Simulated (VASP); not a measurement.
```xyz
2
Lattice="0.0000 2.6768 2.6768 2.6768 0.0000 2.6768 2.6768 2.6768 0.0000" Properties=species:S:1:pos:R:3 pbc="T T T"
Mg     2.6768     0.0000     2.6768
Se     2.6768     2.6768     2.6768
```

These are r2SCAN meta-GGA, VASP's PBE PAW potentials (set 64) (plane waves; VASP) values and carry that method's errors. Settings: 520 eV cut-off, 8×8×8 Γ-centred mesh, Gaussian smearing of 0.050 eV, potentials Mg Se.

### Question
Give the stress tensor in GPa (positive for a compressed cell).

### Answer

```
4.68  0.00  0.00
0.00  4.68  0.00
0.00  0.00  4.68
```
The pressure is its mean diagonal, 4.68 GPa.

The compound is MgSe in the rock salt structure. This cell is one point of a volume scan, at 0.94 of the reference volume.
